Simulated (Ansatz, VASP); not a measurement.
# AlGa3P4: VASP beside Ansatz, part 2 of 2

Aim: how closely do two programs agree when they are given the same cell, functional and k mesh? The cell is invented: As first built, before any earlier steps moved the atoms (in the runner's words): P for N in the AlGa3N4 structure of space group P-43m. It may not be a known or stable phase. The two relaxations start from unlike cells of this crystal (the structure described is Ansatz's start), so only their ends are compared.

VASP 6.6.1 and Ansatz 0.2.0.

So far: The structure; Ansatz: relaxation of cell and atoms, PBE.

## Step 3: VASP: relaxation of cell and atoms, PBE

Level of this step: PBE; plane waves and PAW (Al, Ga_d, P); invented cell (VASP).

Its own start cell and the same functional, mesh and smearing now go to VASP, with its own data sets.

Lines of VASP's logs that name or quote its potential files are left out, and so is its time.

The input, INCAR:

```
SYSTEM = AlGa3P4
PREC = Accurate
ENCUT = 500
EDIFF = 1E-07
NELM = 120
ISMEAR = 0
SIGMA = 0.03
LREAL = .FALSE.
ALGO = Normal
GGA = PE
NBANDS = 39
LORBIT = 11
LWAVE = .FALSE.
LCHARG = .FALSE.
ISIF = 3
IBRION = 2
NSW = 80
EDIFFG = -0.005
LASPH = .TRUE.
GGA_COMPAT = .FALSE.
NELMIN = 4
EFERMI = MIDGAP
KPAR = 2
```

The input, POSCAR:

```
AlGa3P4
1.0
    5.5028466008      0.0000000000      0.0000000000
    0.0000000000      5.5028466008      0.0000000000
    0.0000000000      0.0000000000      5.5028466008
Al Ga P
1 3 4
Direct
    0.0000000000      0.0000000000      0.0000000000
    0.5000000000      0.5000000000      0.0000000000
    0.5000000000      0.0000000000      0.5000000000
    0.0000000000      0.5000000000      0.5000000000
    0.7505552755      0.7505552755      0.2494447245
    0.7505552755      0.2494447245      0.7505552755
    0.2494447245      0.7505552755      0.7505552755
    0.2494447245      0.2494447245      0.2494447245
```

The input, KPOINTS:

```
Automatic mesh
0
Gamma
4 4 4
0 0 0
```

The projector-augmented-wave data sets are Al, Ga_d and P (PBE family, release 64).

The run is started by

```console
$ mpirun -np 2 vasp_std
```

Numbers of over 12 decimals in the logs are rounded to 6 here.

The program printed:

```text
[banner, memory and clock lines left out]
running    2 mpi-ranks, on    1 nodes
 distrk:  each k-point on    1 cores,    2 groups
 distr:  one band on    1 cores,    1 groups

 POSCAR found type information on POSCAR AlGaP
 POSCAR found :  3 types and       8 ions
 LDA part: xc-table for (Slater+PW92), standard interpolation
 POSCAR, INCAR and KPOINTS ok, starting setup
 FFT: planning ... GRIDC
 FFT: planning ... GRID_SOFT
 FFT: planning ... GRID
 WAVECAR not read
 entering main loop
       N       E                     dE             d eps       ncg     rms          rms(c)
DAV:   1     0.506196518882E+03    0.50620E+03   -0.27014E+04   815   0.206E+03
DAV:   2     0.338379158321E+02   -0.47236E+03   -0.45334E+03   901   0.545E+02
DAV:   3    -0.351208054234E+02   -0.68959E+02   -0.67079E+02   904   0.152E+02
DAV:   4    -0.387721805488E+02   -0.36514E+01   -0.36317E+01  1001   0.371E+01
DAV:   5    -0.388817519354E+02   -0.10957E+00   -0.10951E+00  1136   0.607E+00    0.839E+00
DAV:   6    -0.378292854264E+02    0.10525E+01   -0.21488E+00  1153   0.151E+01    0.528E+00
DAV:   7    -0.377301816921E+02    0.99104E-01   -0.95958E-01   941   0.376E+00    0.230E+00
DAV:   8    -0.377323399377E+02   -0.21582E-02   -0.13734E-01  1005   0.390E+00    0.369E-01
DAV:   9    -0.377320519468E+02    0.28799E-03   -0.17845E-02  1131   0.186E+00    0.118E-01
DAV:  10    -0.377324750142E+02   -0.42307E-03   -0.19647E-03   926   0.277E-01    0.760E-02
DAV:  11    -0.377328251352E+02   -0.35012E-03   -0.49313E-04  1006   0.952E-02    0.399E-02
DAV:  12    -0.377328311091E+02   -0.59738E-05   -0.28620E-05  1068   0.527E-02    0.200E-02
DAV:  13    -0.377328328844E+02   -0.17753E-05   -0.79993E-06   893   0.156E-02    0.685E-03
DAV:  14    -0.377328331916E+02   -0.30722E-06   -0.12827E-06   974   0.718E-03    0.158E-03
DAV:  15    -0.377328332960E+02   -0.10437E-06   -0.97483E-08   629   0.212E-03    0.387E-04
DAV:  16    -0.377328333213E+02   -0.25348E-07   -0.27358E-08   531   0.135E-03
   1 F= -.37732833E+02 E0= -.37732833E+02  d E =-.377328E+02
 curvature:   0.00 expect dE= 0.000E+00 dE for cont linesearch  0.000E+00
 trial: gam= 0.00000 g(F)=  0.904E-06 g(S)=  0.394E-03 ort = 0.000E+00 (trialstep = 0.100E+01)
 search vector abs. value=  0.395E-03
 bond charge predicted
       N       E                     dE             d eps       ncg     rms          rms(c)
DAV:   1    -0.377361233143E+02   -0.32900E-02   -0.47366E-02  1136   0.268E+00    0.332E-01
DAV:   2    -0.377336715706E+02    0.24517E-02   -0.59452E-03  1160   0.105E+00    0.158E-01
DAV:   3    -0.377329946378E+02    0.67693E-03   -0.11594E-03  1144   0.409E-01    0.308E-02
DAV:   4    -0.377329396197E+02    0.55018E-04   -0.13434E-04   996   0.116E-01    0.149E-02
DAV:   5    -0.377329280267E+02    0.11593E-04   -0.86934E-06  1069   0.258E-02    0.453E-03
DAV:   6    -0.377329265051E+02    0.15216E-05   -0.35284E-06  1099   0.215E-02    0.160E-03
DAV:   7    -0.377329265685E+02   -0.63445E-07   -0.20631E-07   634   0.465E-03
   2 F= -.37732927E+02 E0= -.37732927E+02  d E =-.932472E-04
 trial-energy change:   -0.000093  1 .order   -0.000093   -0.000395    0.000210
 step:   0.6546(harm=  0.6530)  dis= 0.00004  next Energy=   -37.732963 (dE=-0.129E-03)
 bond charge predicted
       N       E                     dE             d eps       ncg     rms          rms(c)
DAV:   1    -0.377333365309E+02   -0.41003E-03   -0.56249E-03  1136   0.920E-01    0.115E-01
DAV:   2    -0.377330438466E+02    0.29268E-03   -0.71325E-04  1160   0.368E-01    0.544E-02
DAV:   3    -0.377329652763E+02    0.78570E-04   -0.13612E-04  1152   0.140E-01    0.108E-02
DAV:   4    -0.377329604233E+02    0.48530E-05   -0.15871E-05  1002   0.395E-02    0.514E-03
DAV:   5    -0.377329601019E+02    0.32141E-06   -0.10218E-06  1014   0.888E-03    0.153E-03
DAV:   6    -0.377329603088E+02   -0.20695E-06   -0.38234E-07   648   0.744E-03    0.518E-04
DAV:   7    -0.377329603354E+02   -0.26594E-07   -0.47323E-08   481   0.195E-03
   3 F= -.37732960E+02 E0= -.37732960E+02  d E =-.127014E-03
 curvature:  -0.33 expect dE=-0.825E-07 dE for cont linesearch -0.735E-07
 trial: gam=-0.02324 g(F)=  0.352E-07 g(S)=  0.217E-06 ort = 0.943E-05 (trialstep = 0.931E+00)
 search vector abs. value=  0.275E-07
 reached required accuracy - stopping structural energy minimisation
```

OUTCAR, selected parts (step 3):

```text
ion  position               nearest neighbor table
   1  0.000  0.000  0.000-   5 2.38   6 2.38   7 2.38   8 2.38
   2  0.500  0.500  0.000-   5 2.38   6 2.38   7 2.38   8 2.38
   3  0.500  0.000  0.500-   5 2.38   6 2.38   7 2.38   8 2.38
   4  0.000  0.500  0.500-   5 2.38   6 2.38   7 2.38   8 2.38
   5  0.751  0.751  0.249-   1 2.38   3 2.38   4 2.38   2 2.38
   6  0.751  0.249  0.751-   1 2.38   3 2.38   4 2.38   2 2.38
   7  0.249  0.751  0.751-   1 2.38   3 2.38   4 2.38   2 2.38
   8  0.249  0.249  0.249-   1 2.38   3 2.38   4 2.38   2 2.38

  LATTYP: Found a simple cubic cell.
 ALAT       =     5.5028466008

 Subroutine GETGRP returns: Found 24 space group operations
 (whereof 24 operations were pure point group operations)

The static configuration has the point symmetry T_d .

 Found     10 irreducible k-points:

   k-points           NKPTS =     10   k-points in BZ     NKDIM =     10   number of bands    NBANDS=     39

   dimension x,y,z NGX =    40 NGY =   40 NGZ =   40
   dimension x,y,z NGXF=    80 NGYF=   80 NGZF=   80

   ENCUT  =  500.0 eV  36.75 Ry    6.06 a.u.  10.03 10.03 10.03*2*pi/ulx,y,z

   NELECT =      62.0000    total number of electrons

 k-points in reciprocal lattice and weights: Automatic mesh
   0.00000000  0.00000000  0.00000000       0.016
   0.25000000  0.00000000  0.00000000       0.094
   0.50000000  0.00000000  0.00000000       0.047
   0.25000000  0.25000000  0.00000000       0.188
   0.50000000  0.25000000  0.00000000       0.188
   0.50000000  0.50000000  0.00000000       0.047
   0.25000000  0.25000000  0.25000000       0.125
   0.50000000  0.25000000  0.25000000       0.188
   0.50000000  0.50000000  0.25000000       0.094
   0.50000000  0.50000000  0.50000000       0.016

 average (electrostatic) potential at core
       1 -75.5825       2 -65.5637       3 -65.5637       4 -65.5637       5 -83.4689
       6 -83.4689       7 -83.4689       8 -83.4689

 E-fermi :   5.1519

 k-point     1 :       0.0000    0.0000    0.0000
  band No.  band energies     occupation
    ...
     27       1.9089      2.00000
     28       1.9089      2.00000
     29       4.3325      2.00000
     30       4.3325      2.00000
     31       4.3325      2.00000
     32       6.0550      0.00000
     33       6.0550      0.00000
     34       6.0550      0.00000
     35       6.0911      0.00000
     36       6.0911      0.00000
    ...

 k-point     2 :       0.2500    0.0000    0.0000
  band No.  band energies     occupation
    ...
     27       2.1430      2.00000
     28       2.1430      2.00000
     29       2.9154      2.00000
     30       3.7692      2.00000
     31       3.7692      2.00000
     32       6.0772      0.00000
     33       6.8685      0.00000
     34       7.1158      0.00000
     35       7.1158      0.00000
     36       7.2294      0.00000
    ...

 k-point     3 :       0.5000    0.0000    0.0000
  band No.  band energies     occupation
    ...
     27       1.2100      2.00000
     28       2.7680      2.00000
     29       2.7680      2.00000
     30       2.8852      2.00000
     31       2.8852      2.00000
     32       6.6021      0.00000
     33       6.7795      0.00000
     34       8.0197      0.00000
     35       8.1035      0.00000
     36       8.9300      0.00000
    ...

  Total        0.0034658      0.0034658      0.0034658     -0.0000000      0.0000000      0.0000000
  in kB        0.0332657      0.0332657      0.0332657     -0.0000000      0.0000000      0.0000000
  external PRESSURE =       0.0332657 kB  Pullay stress =       0.0000000 kB

  energy-cutoff  :      500.00
  volume of cell :      166.92
      direct lattice vectors                 reciprocal lattice vectors
     5.506052437  0.000000000  0.000000000     0.181618321 -0.000000000 -0.000000000
     0.000000000  5.506052437  0.000000000    -0.000000000  0.181618321  0.000000000
     0.000000000 -0.000000000  5.506052437     0.000000000 -0.000000000  0.181618321

 POSITION                                       TOTAL-FORCE (eV/Angst)
 -----------------------------------------------------------------------------------
      0.00000     -0.00000      5.50605         0.000000     -0.000000     -0.000000
      2.75303      2.75303      0.00000        -0.000000      0.000000     -0.000000
      2.75303      0.00000      2.75303         0.000000      0.000000      0.000000
      0.00000      2.75303      2.75303        -0.000000      0.000000      0.000000
      4.13256      4.13256      1.37350        -0.000247     -0.000247      0.000247
      4.13256      1.37350      4.13256        -0.000247      0.000247     -0.000247
      1.37350      4.13256      4.13256         0.000247     -0.000247     -0.000247
      1.37350      1.37350      1.37350         0.000247      0.000247      0.000247
 -----------------------------------------------------------------------------------
    total drift:                                0.000000      0.000000     -0.000000

  FREE ENERGIE OF THE ION-ELECTRON SYSTEM (eV)
  ---------------------------------------------------
  free  energy   TOTEN  =       -37.7329603354 eV

  energy  without entropy=      -37.7329603354  energy(sigma->0) =      -37.73296034

 reached required accuracy - stopping structural energy minimisation

 total charge
# of ion       s       p       d       tot
------------------------------------------
    1        0.397   0.381   0.000   0.779
    2        0.857   0.811  10.006  11.674
    3        0.857   0.811  10.006  11.674
    4        0.857   0.811  10.006  11.674
    5        1.019   1.525   0.000   2.544
    6        1.019   1.525   0.000   2.544
    7        1.019   1.525   0.000   2.544
    8        1.019   1.525   0.000   2.544
--------------------------------------------------
tot          7.046   8.915  30.018  45.979

[... 3 further parts left out ...]
```

CONTCAR:

```
AlGa3P4
   1.00000000000000
     5.5060524372150255    0.0000000000000000    0.0000000000000000
     0.0000000000000000    5.5060524372150255    0.0000000000000000
     0.0000000000000000   -0.0000000000000000    5.5060524372150255
  Al              Ga              P
     1     3     4
Direct
     0.0000000000000000    0.0000000000000000    1.0000000000000000
     0.5000000000000000    0.5000000000000000    0.0000000000000000
     0.5000000000000000    0.0000000000000000    0.5000000000000000
     0.0000000000000000    0.5000000000000000    0.5000000000000000
     0.7505481008395056    0.7505481008395056    0.2494518991604943
     0.7505481008395056    0.2494518991604943    0.7505481008395056
     0.2494518991604943    0.7505481008395056    0.7505481008395056
     0.2494518991604943    0.2494518991604943    0.2494518991604943
```

The run keeps the 24 symmetry operations of its start, so it cannot find a distortion of lower symmetry.

## Step 4: Differences

Known differences besides the potentials themselves: the cutoff is 420 eV in Ansatz and 500 eV in VASP; Ansatz adds a Pulay correction to the stress that steers its cell, VASP none. Total energies have different zeros and are not compared.

Compared:

| quantity | Ansatz | VASP | difference |
| --- | --- | --- | --- |
| volume (Å³) | 167.03 | 166.92 | +0.06 % |
| edge a after relaxation, in the typed setting (Å) | 5.507 | 5.506 | +0.02 % |

## Step 5: Results

| Property | Result |
| --- | --- |
| difference in volume (relaxation of cell and atoms, PBE) | 0.064 % |

**Reading.** The difference in volume is 0.064 % (relaxation of cell and atoms, PBE), within the 1.2 % picked in this series as the mark of a large difference, as far as the stopping tolerances let one tell. Such differences can come from data sets, numerical settings and the points named under the comparisons, not from the functional's error against experiment.

[Lines on the potential files, build, host, timing and source positions are cut from VASP's logs without a mark.]

[Logs are printed without paths, hosts, clocks, repeated set-up lines and the standing remarks that a program may print on its own settings, such as how far it seeks lower states.]

[Hosts, paths, dates, database ids (printed as entryN), source tags and the programs' standing remarks are cut or masked in the printed files.]
